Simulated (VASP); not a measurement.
All values below come from r2SCAN meta-GGA, VASP's PBE PAW potentials (set 64) (plane waves; VASP).

A VASP calculation is set up with these files.

INCAR:
```
SYSTEM = GePd
PREC = Accurate
ENCUT = 400
EDIFF = 1E-7
NELM = 100
ALGO = Normal
LREAL = .FALSE.
LASPH = .TRUE.
ISMEAR = -5
METAGGA = R2SCAN
LMIXTAU = .TRUE.
LMAXMIX = 4
LWAVE = .FALSE.
LCHARG = .FALSE.
LORBIT = 11
NEDOS = 601
ISIF = 2
```

### POSCAR
```
GePd
1
    3.7140945282    -0.0000000429     0.0000000000
   -1.8570478414     3.2165006408    -0.0000000000
   -0.0000000000    -0.0000000000     2.8524062128
Pd Ge
1 1
Direct
  0.0000000000   0.0000000000   0.0000000000
  0.6666670000   0.3333330000   0.5000000000
```

**KPOINTS**
```
kpoints
0
gamma
  13 13 14
```

KPOINTS_OPT:
```
k-points along high-symmetry lines
6
Line-mode
Reciprocal
  0.000000   0.000000   0.000000 ! GAMMA
  0.500000   0.000000   0.000000 ! M

  0.500000   0.000000   0.000000 ! M
  0.333333   0.333333   0.000000 ! K

  0.333333   0.333333   0.000000 ! K
  0.000000   0.000000   0.000000 ! GAMMA

  0.000000   0.000000   0.000000 ! GAMMA
  0.000000   0.000000   0.500000 ! A

  0.000000   0.000000   0.500000 ! A
  0.500000   0.000000   0.500000 ! L

  0.500000   0.000000   0.500000 ! L
  0.333333   0.333333   0.500000 ! H

  0.333333   0.333333   0.500000 ! H
  0.000000   0.000000   0.500000 ! A

  0.500000   0.000000   0.500000 ! L
  0.500000   0.000000   0.000000 ! M

  0.333333   0.333333   0.500000 ! H
  0.333333   0.333333   0.000000 ! K
```

POTCAR, in this order: Pd Ge_d (PBE.64 set). Program: vasp_std.

Output of the run:

OUTCAR:
```
 ion  position               nearest neighbor table
   1  0.000  0.000  0.000-   2 2.58   2 2.58   2 2.58   2 2.58   2 2.58   2 2.58
   2  0.667  0.333  0.500-   1 2.58   1 2.58   1 2.58   1 2.58   1 2.58   1 2.58
  LATTYP: Found a hexagonal cell.
 ALAT       =     3.7140945282
 C/A-ratio  =     0.7679950500
 Subroutine PRICEL returns:
 Original cell was already a primitive cell.
 Subroutine GETGRP returns: Found 12 space group operations
The static configuration has the point symmetry D_3h.
The dynamic configuration has the point symmetry D_3h.
 Subroutine INISYM returns: Found 12 space group operations
 Subroutine IBZKPT returns following result:
 Found    168 irreducible k-points:

 Following reciprocal coordinates:
            Coordinates               Weight
  0.000000  0.000000  0.000000      1.000000
  0.076923  0.000000  0.000000      6.000000
  0.153846  0.000000  0.000000      6.000000
  0.230769  0.000000  0.000000      6.000000
  0.307692  0.000000  0.000000      6.000000
  0.384615  0.000000  0.000000      6.000000
  0.461538 -0.000000  0.000000      6.000000
  0.076923  0.076923  0.000000      6.000000
  0.153846  0.076923  0.000000     12.000000
  0.230769  0.076923  0.000000     12.000000
  0.307692  0.076923  0.000000     12.000000
  0.384615  0.076923  0.000000     12.000000
  0.461538  0.076923  0.000000      6.000000
  0.153846  0.153846  0.000000      6.000000
  0.230769  0.153846  0.000000     12.000000
  0.307692  0.153846  0.000000     12.000000
  0.384615  0.153846  0.000000     12.000000
  0.230769  0.230769  0.000000      6.000000
  0.307692  0.230769  0.000000     12.000000
  0.384615  0.230769  0.000000      6.000000
  0.307692  0.307692  0.000000      6.000000
  0.000000  0.000000  0.071429      2.000000
  0.076923  0.000000  0.071429     12.000000
...
```

OSZICAR:
```
       N       E                     dE             d eps       ncg     rms          rms(c)
DAV:   1     0.112492727499E+03    0.11249E+03   -0.10841E+04  5744   0.326E+03
DAV:   2    -0.286415362659E+02   -0.14113E+03   -0.13828E+03  5720   0.542E+02
DAV:   3    -0.415372192118E+02   -0.12896E+02   -0.12861E+02  6176   0.114E+02
DAV:   4    -0.418296200689E+02   -0.29240E+00   -0.29233E+00  6664   0.167E+01
DAV:   5    -0.418385030838E+02   -0.88830E-02   -0.88819E-02  7208   0.304E+00    0.874E+00
DAV:   6    -0.373949539576E+02    0.44435E+01   -0.66414E+00  5392   0.242E+01    0.522E+00
DAV:   7    -0.372720350132E+02    0.12292E+00   -0.77882E-01  5488   0.772E+00    0.263E+00
DAV:   8    -0.372854507021E+02   -0.13416E-01   -0.15309E-01  5728   0.267E+00    0.977E-01
DAV:   9    -0.372752939802E+02    0.10157E-01   -0.57066E-02  5752   0.232E+00    0.114E-01
DAV:  10    -0.372836747000E+02   -0.83807E-02   -0.78980E-03  5440   0.840E-01    0.686E-02
DAV:  11    -0.372848788156E+02   -0.12041E-02   -0.10608E-03  5448   0.316E-01    0.430E-02
DAV:  12    -0.372848436541E+02    0.35161E-04   -0.51876E-04  5704   0.231E-01    0.127E-02
DAV:  13    -0.372851498416E+02   -0.30619E-03   -0.99209E-05  5584   0.108E-01    0.519E-03
DAV:  14    -0.372851579717E+02   -0.81300E-05   -0.67704E-06  7008   0.272E-02    0.213E-03
DAV:  15    -0.372851572133E+02    0.75835E-06   -0.18624E-06  5856   0.138E-02    0.149E-03
DAV:  16    -0.372851595260E+02   -0.23127E-05   -0.53562E-07  5672   0.664E-03    0.679E-04
DAV:  17    -0.372851585998E+02    0.92619E-06   -0.67452E-08  4192   0.322E-03    0.166E-04
DAV:  18    -0.372851588884E+02   -0.28860E-06   -0.15069E-08  2752   0.149E-03    0.130E-04
DAV:  19    -0.372851587651E+02    0.12328E-06   -0.37005E-09  2696   0.548E-04    0.332E-05
DAV:  20    -0.372851587551E+02    0.99844E-08   -0.48504E-10  2688   0.262E-04
   1 F= -.37285159E+02 E0= -.37285159E+02  d E =0.000000E+00
       N       E                     dE             ncg
```

File OUTCAR:
```
------------------------ aborting loop because EDIFF is reached ----------------------------------------
  FORCE on cell =-STRESS in cart. coord.  units (eV):
  Direction    XX          YY          ZZ          XY          YZ          ZX
  --------------------------------------------------------------------------------------
  Total        0.0407082      0.0407083     -0.0430904     -0.0000000     -0.0000000      0.0000000
  in kB        1.9140134      1.9140139     -2.0260187     -0.0000004     -0.0000000      0.0000000
  external PRESSURE =       0.6006695 kB  Pullay stress =       0.0000000 kB
  volume of cell :       34.08
      direct lattice vectors                 reciprocal lattice vectors
     3.714094528 -0.000000043  0.000000000     0.269244630  0.155448487  0.000000000
    -1.857047841  3.216500641  0.000000000     0.000000004  0.310896878  0.000000000
     0.000000000  0.000000000  2.852406213     0.000000000  0.000000000  0.350581202
 POSITION                                       TOTAL-FORCE (eV/Angst)
 -----------------------------------------------------------------------------------
      0.00000      0.00000      0.00000         0.000000     -0.000000      0.000000
      1.85705      1.07217      1.42620         0.000000      0.000000      0.000000
 -----------------------------------------------------------------------------------
    total drift:                               -0.000938      0.000551      0.000000
  FREE ENERGIE OF THE ION-ELECTRON SYSTEM (eV)
  ---------------------------------------------------
  free  energy   TOTEN  =       -37.2851587551 eV

  energy  without entropy=      -37.2851587551  energy(sigma->0) =      -37.28515876

 total charge

# of ion       s       p       d       tot
------------------------------------------
    1        0.520   0.527   8.595   9.642
    2        1.111   1.135  10.065  12.311
--------------------------------------------------
tot          1.631   1.662  18.660  21.953
```
(Selected blocks of OUTCAR.)

For a metal the tetrahedron method with Blöchl corrections gives inexact stress and forces.

The structure was generated: GePd was put into the WC type (P-6m2), which need not be its known phase. It was relaxed first.
